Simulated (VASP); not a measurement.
Output of a VASP run:

File OSZICAR:
```
...
RMM:   5    -0.223130811726E+03    0.84318E-03   -0.10659E-02   793   0.171E-01    0.225E-01
RMM:   6    -0.223131086110E+03   -0.27438E-03   -0.39984E-03   833   0.960E-02    0.111E-01
RMM:   7    -0.223131170630E+03   -0.84520E-04   -0.10582E-03   916   0.432E-02    0.715E-02
RMM:   8    -0.223131220257E+03   -0.49626E-04   -0.26974E-04   823   0.219E-02    0.211E-02
RMM:   9    -0.223131232134E+03   -0.11878E-04   -0.69051E-05   580   0.108E-02    0.102E-02
RMM:  10    -0.223131234830E+03   -0.26952E-05   -0.12821E-05   451   0.513E-03
   4 F= -.22313123E+03 E0= -.22308047E+03  d E =-.226118E+00  mag=     1.0000
       N       E                     dE             d eps       ncg     rms          rms(c)
DAV:   1    -0.223151688106E+03   -0.20456E-01   -0.25852E+00   792   0.246E+00    0.906E-01
RMM:   2    -0.223164558149E+03   -0.12870E-01   -0.15736E-01   766   0.608E-01    0.381E-01
RMM:   3    -0.223167048394E+03   -0.24902E-02   -0.26507E-02   854   0.241E-01    0.285E-01
RMM:   4    -0.223167089235E+03   -0.40840E-04   -0.38358E-03   816   0.966E-02    0.136E-01
RMM:   5    -0.223167078820E+03    0.10415E-04   -0.10333E-03   810   0.491E-02    0.700E-02
RMM:   6    -0.223167108566E+03   -0.29746E-04   -0.35754E-04   913   0.242E-02    0.443E-02
RMM:   7    -0.223167110779E+03   -0.22131E-05   -0.44173E-05   544   0.977E-03
   5 F= -.22316711E+03 E0= -.22311636E+03  d E =-.358759E-01  mag=     1.0000
       N       E                     dE             d eps       ncg     rms          rms(c)
DAV:   1    -0.223159881859E+03    0.72267E-02   -0.28797E+00   760   0.260E+00    0.101E+00
RMM:   2    -0.223174430650E+03   -0.14549E-01   -0.17534E-01   766   0.641E-01    0.426E-01
RMM:   3    -0.223177156679E+03   -0.27260E-02   -0.29180E-02   850   0.255E-01    0.296E-01
RMM:   4    -0.223177251152E+03   -0.94473E-04   -0.44647E-03   828   0.103E-01    0.142E-01
RMM:   5    -0.223177242669E+03    0.84823E-05   -0.11228E-03   821   0.512E-02    0.748E-02
RMM:   6    -0.223177271391E+03   -0.28722E-04   -0.35081E-04   901   0.251E-02    0.460E-02
RMM:   7    -0.223177276021E+03   -0.46296E-05   -0.54495E-05   545   0.104E-02
   6 F= -.22317728E+03 E0= -.22312673E+03  d E =-.460412E-01  mag=     1.0000
       N       E                     dE             d eps       ncg     rms          rms(c)
DAV:   1    -0.223179585260E+03   -0.23139E-02   -0.32741E-01   880   0.865E-01    0.316E-01
RMM:   2    -0.223181130931E+03   -0.15457E-02   -0.18690E-02   777   0.204E-01    0.856E-02
RMM:   3    -0.223181388553E+03   -0.25762E-03   -0.30722E-03   842   0.819E-02    0.786E-02
RMM:   4    -0.223181412563E+03   -0.24011E-04   -0.48267E-04   831   0.336E-02    0.579E-02
RMM:   5    -0.223181394614E+03    0.17949E-04   -0.11054E-04   719   0.174E-02    0.359E-02
RMM:   6    -0.223181392520E+03    0.20939E-05   -0.46802E-05   595   0.107E-02
   7 F= -.22318139E+03 E0= -.22313069E+03  d E =-.411650E-02  mag=     1.0000
       N       E                     dE             d eps       ncg     rms          rms(c)
DAV:   1    -0.223182586217E+03   -0.11916E-02   -0.15172E-01   848   0.589E-01    0.210E-01
RMM:   2    -0.223183292680E+03   -0.70646E-03   -0.86705E-03   775   0.139E-01    0.615E-02
RMM:   3    -0.223183417310E+03   -0.12463E-03   -0.14765E-03   845   0.562E-02    0.555E-02
RMM:   4    -0.223183427059E+03   -0.97493E-05   -0.21862E-04   787   0.229E-02    0.401E-02
RMM:   5    -0.223183418576E+03    0.84824E-05   -0.52310E-05   607   0.120E-02
   8 F= -.22318342E+03 E0= -.22313265E+03  d E =-.614256E-02  mag=     1.0000
```

**OUTCAR**
```
------------------------ aborting loop because EDIFF is reached ----------------------------------------
  FORCE on cell =-STRESS in cart. coord.  units (eV):
  Direction    XX          YY          ZZ          XY          YZ          ZX
  --------------------------------------------------------------------------------------
  Total        6.7628402      6.7629512      6.7698803      0.0006344      0.0018904     -0.0009957
  in kB        4.7976895      4.7977682      4.8026838      0.0004501      0.0013411     -0.0007064
  external PRESSURE =       4.7993805 kB  Pullay stress =       0.0000000 kB
  volume of cell :     2258.43
      direct lattice vectors                 reciprocal lattice vectors
    13.120061114  0.000000000  0.000000000     0.076219157  0.000000000  0.000000000
     0.000000000 13.120061114  0.000000000     0.000000000  0.076219157  0.000000000
     0.000000000  0.000000000 13.120061114     0.000000000  0.000000000  0.076219157
  FREE ENERGIE OF THE ION-ELECTRON SYSTEM (eV)
  ---------------------------------------------------
  free  energy   TOTEN  =      -223.1834185764 eV

  energy  without entropy=     -223.0818785443  energy(sigma->0) =     -223.13264856

 total charge

# of ion       s       p       d       tot
------------------------------------------
    1        1.357   2.027   0.013   3.397
    2        1.358   2.024   0.013   3.395
    3        1.358   2.024   0.013   3.395
    4        1.357   2.027   0.013   3.397
    5        1.361   2.018   0.014   3.394
    6        1.357   2.027   0.013   3.397
    7        1.360   2.019   0.012   3.391
    8        1.361   2.018   0.014   3.394
    9        1.361   2.018   0.014   3.394
   10        1.358   2.024   0.013   3.395
   11        1.357   2.027   0.013   3.397
   12        1.358   2.024   0.013   3.395
   13        1.360   2.019   0.012   3.391
   14        1.357   2.027   0.013   3.397
   15        1.358   2.024   0.013   3.395
   16        1.361   2.018   0.014   3.394
   17        1.361   2.018   0.014   3.394
   18        1.358   2.024   0.013   3.395
   19        1.357   2.027   0.013   3.397
   20        1.361   2.018   0.014   3.394
   21        1.357   2.027   0.013   3.397
   22        1.360   2.019   0.012   3.391
   23        1.358   2.024   0.013   3.395
   24        1.358   2.024   0.013   3.395
   25        1.360   2.019   0.012   3.391
   26        1.358   2.024   0.013   3.395
   27        1.357   2.027   0.013   3.397
   28        1.358   2.024   0.013   3.395
   29        1.358   2.024   0.013   3.395
   30        1.358   2.024   0.013   3.395
   31        1.360   2.019   0.012   3.391
   32        1.360   2.019   0.012   3.391
   33        1.783   0.955   0.123   2.861
   34        1.791   0.914   0.116   2.821
   35        1.791   0.914   0.116   2.821
   36        1.777   0.951   0.120   2.848
   37        1.791   0.914   0.116   2.821
   38        1.789   0.977   0.117   2.884
   39        1.791   0.914   0.116   2.821
   40        1.791   0.914   0.116   2.821
   41        1.791   0.916   0.115   2.821
   42        1.791   0.916   0.115   2.821
   43        1.789   0.977   0.117   2.884
   44        1.791   0.916   0.115   2.821
   45        1.791   0.914   0.116   2.821
   46        1.783   0.955   0.123   2.861
   47        1.791   0.914   0.116   2.821
   48        1.791   0.914   0.116   2.821
...
```
(Selected blocks of OUTCAR.)

POSCAR:
```
Pb31Te32
1
   13.1200611136    -0.0000000000    -0.0000000000
   -0.0000000000    13.1200611136     0.0000000000
    0.0000000000     0.0000000000    13.1200611136
Te Pb
32 31
Direct
  0.7500000000   0.2500000000   0.2500000000
  0.0000000000   0.5000000000   0.2500000000
  0.0000000000   0.2500000000   0.5000000000
  0.2500000000   0.2500000000   0.2500000000
  0.5000000000   0.5000000000   0.2500000000
  0.7500000000   0.7500000000   0.2500000000
  0.0000000000   0.0000000000   0.2500000000
  0.5000000000   0.2500000000   0.5000000000
  0.7500000000   0.5000000000   0.5000000000
  0.0000000000   0.7500000000   0.5000000000
  0.7500000000   0.2500000000   0.7500000000
  0.0000000000   0.5000000000   0.7500000000
  0.0000000000   0.2500000000   0.0000000000
  0.2500000000   0.7500000000   0.2500000000
  0.5000000000   0.0000000000   0.2500000000
  0.2500000000   0.5000000000   0.5000000000
  0.5000000000   0.7500000000   0.5000000000
  0.7500000000   0.0000000000   0.5000000000
  0.2500000000   0.2500000000   0.7500000000
  0.5000000000   0.5000000000   0.7500000000
  0.7500000000   0.7500000000   0.7500000000
  0.0000000000   0.0000000000   0.7500000000
  0.5000000000   0.2500000000   0.0000000000
  0.7500000000   0.5000000000   0.0000000000
  0.0000000000   0.7500000000   0.0000000000
  0.2500000000   0.0000000000   0.5000000000
  0.2500000000   0.7500000000   0.7500000000
  0.5000000000   0.0000000000   0.7500000000
  0.2500000000   0.5000000000   0.0000000000
  0.5000000000   0.7500000000   0.0000000000
  0.7500000000   0.0000000000   0.0000000000
  0.2500000000   0.0000000000   0.0000000000
  0.5000000000   0.0000000000   0.0000000000
  0.7500000000   0.2500000000   0.0000000000
  0.7500000000   0.0000000000   0.2500000000
  0.0000000000   0.0000000000   0.0000000000
  0.2500000000   0.2500000000   0.0000000000
  0.5000000000   0.5000000000   0.0000000000
  0.7500000000   0.7500000000   0.0000000000
  0.2500000000   0.0000000000   0.2500000000
  0.5000000000   0.2500000000   0.2500000000
  0.7500000000   0.5000000000   0.2500000000
  0.5000000000   0.0000000000   0.5000000000
  0.7500000000   0.2500000000   0.5000000000
  0.7500000000   0.0000000000   0.7500000000
  0.0000000000   0.5000000000   0.0000000000
  0.2500000000   0.7500000000   0.0000000000
  0.0000000000   0.2500000000   0.2500000000
  0.2500000000   0.5000000000   0.2500000000
  0.5000000000   0.7500000000   0.2500000000
  0.0000000000   0.0000000000   0.5000000000
  0.2500000000   0.2500000000   0.5000000000
  0.7500000000   0.7500000000   0.5000000000
  0.2500000000   0.0000000000   0.7500000000
  0.5000000000   0.2500000000   0.7500000000
  0.7500000000   0.5000000000   0.7500000000
  0.0000000000   0.7500000000   0.2500000000
  0.0000000000   0.5000000000   0.5000000000
  0.2500000000   0.7500000000   0.5000000000
  0.0000000000   0.2500000000   0.7500000000
  0.2500000000   0.5000000000   0.7500000000
  0.5000000000   0.7500000000   0.7500000000
  0.0000000000   0.7500000000   0.7500000000
```

Question: Reconstruct the remaining input files.

Answer: One answer among several that fit: the input of the run itself, PBE GGA, plane waves, VASP's PBE PAW potentials (set 64).

**KPOINTS**
```
Automatic mesh
0
Gamma
1 1 1
0 0 0
```

### INCAR
```
ALGO = Fast
EDIFF = 1E-5
EDIFFG = -0.03
ENCUT = 400
GGA = PE
IBRION = 2
ISIF = 2
ISMEAR = 0
ISPIN = 2
ISYM = 0
LASPH = .TRUE.
LCHARG = .FALSE.
LMAXMIX = 4
LORBIT = 10
LREAL = Auto
LWAVE = .FALSE.
MAGMOM = 63*0.0159
NELECT = 315.0
NELM = 100
NELMIN = 4
NSW = 60
NUPDOWN = 1
PREC = Normal
SIGMA = 0.05
SYSTEM = Pb31Te32
```

POTCAR, in this order: Te Pb (PBE.64 set). Program: vasp_gam.

The cell is charged, with a uniform compensating background. The supercell is sampled at Γ alone, which is coarse: total energies, pressure and levels can be off, energies of defects by several tenths of an eV.

The cell is a supercell with a defect, built from PbTe (rock salt): vac_Pb, charge +1.
